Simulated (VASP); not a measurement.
# Ti2SiTe2: relaxation of cell and atoms with PBE

The system is Ti2SiTe2.

```
CELL_PARAMETERS angstrom
3.69306 0.00000 0.00000
-1.84653 3.19829 0.00000
0.00000 0.00000 10.51131
ATOMIC_POSITIONS crystal
Ti 0.33333 0.66667 0.85323
Ti 0.33333 0.66667 0.14677
Si 0.00000 0.00000 0.00000
Te 0.66667 0.33333 0.68831
Te 0.66667 0.33333 0.31169
```

The cell was built by a generator and needn't be a form met in nature.

* Program: VASP 6.6.1
* Task: relaxation of cell and atoms
* Functional: PBE
* Potentials or basis: VASP PAW PBE potentials, release 64 (Ti_sv, Si, Te)
* Cutoff: 520 eV
* k mesh: 10 × 10 × 4
* Occupations: gaussian, width 0.1 eV
* Spin: no spin polarisation
* Further INCAR settings: ALGO = Normal; EDIFF = 1e-07; IBRION = 2; POTIM = 0.3; EDIFFG = -0.005; NSW = 60; ISIF = 3

| Item | Value |
| --- | --- |
| Relaxed volume | 24.82 Å³/atom |
| Relaxed cell | a = 3.693 Å, b = 3.693 Å, c = 10.510 Å, α = 90.00°, β = 90.00°, γ = 120.00° |
| Space group after relaxing (to 0.05 Å) | P-6m2 (No. 187) |
| Energy gained by relaxing | 0.0 meV/atom |
| Ionic steps | 2 |
| Pressure after relaxing | 0.0 GPa |
| Largest force after relaxing | 0.004 eV/Å |
| Band gap on the k mesh | none (metal or under the smearing width) |

Forces on the atoms (eV/Å):
```
Ti   0.000  0.000  0.004
Ti   0.000  0.000 -0.004
Si   0.000  0.000  0.000
Te   0.000  0.000  0.003
Te   0.000  0.000 -0.003
```

Final structure:
```
CELL_PARAMETERS angstrom
3.69280 0.00000 0.00000
-1.84640 3.19806 0.00000
0.00000 0.00000 10.51005
ATOMIC_POSITIONS crystal
Ti 0.33333 0.66667 0.85324
Ti 0.33333 0.66667 0.14676
Si 0.00000 0.00000 0.00000
Te 0.66667 0.33333 0.68832
Te 0.66667 0.33333 0.31168
```

Levels at points of the mesh, in eV from the Fermi level:
| k point | band 16 | band 17 | band 18 | band 19 | band 20 | band 21 | band 22 | band 23 | band 24 |
| --- | --- | --- | --- | --- | --- | --- | --- | --- | --- |
| (0.00, 0.00, 0.00) | -0.74 | -0.74 | -0.16 | 0.41 | 0.44 | 0.44 | 1.08 | 1.08 | 1.80 |
| (0.50, 0.00, 0.00) | -2.00 | -1.61 | -1.33 | -1.14 | -0.57 | -0.10 | 0.62 | 1.52 | 1.61 |
| (0.00, 0.00, 0.50) | -0.80 | -0.76 | -0.76 | 0.39 | 0.44 | 0.44 | 1.08 | 1.08 | 1.91 |
| (0.50, 0.00, 0.50) | -1.60 | -1.58 | -1.42 | -1.21 | -0.34 | -0.04 | 0.49 | 1.52 | 1.60 |

Wall time 47 s on 4 MPI ranks on Intel(R) Xeon(R) 6975P-C (Granite Rapids) (shared host), peak memory 0.32 GiB a rank.

Caveat: this functional lacks dispersion, which binds the layers, so the pressure and a relaxed spacing across them are unreliable. Spin-orbit coupling is left out, which matters for the levels of Te.
